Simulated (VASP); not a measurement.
Input:

```yaml
crystal:
  lattice:
    - [0.00000, 2.94146, 2.94146]
    - [2.94146, 0.00000, 2.94146]
    - [2.94146, 2.94146, 0.00000]
  atoms:
    - { symbol: Li, position: [0.25000, 0.25000, 0.25000] }
    - { symbol: Li, position: [0.75000, 0.75000, 0.75000] }
    - { symbol: Se, position: [0.00000, 0.00000, 0.00000] }
```

Level of theory: PBE GGA, VASP's PBE PAW potentials (set 64) (plane waves; VASP 6.6.1). Numerical set-up: 600 eV cut-off, 8×8×8 Γ-centred mesh, Gaussian smearing of 0.050 eV, potentials Li_sv Se.

Q: Give the stress tensor in GPa (positive for a compressed cell).

A: 
```
2.31  0.00  0.00
0.00  2.31  0.00
0.00  0.00  2.31
```
The pressure is its mean diagonal, 2.31 GPa.

The compound is Li2Se in the antifluorite structure. This cell was strained or had an atom moved on purpose.
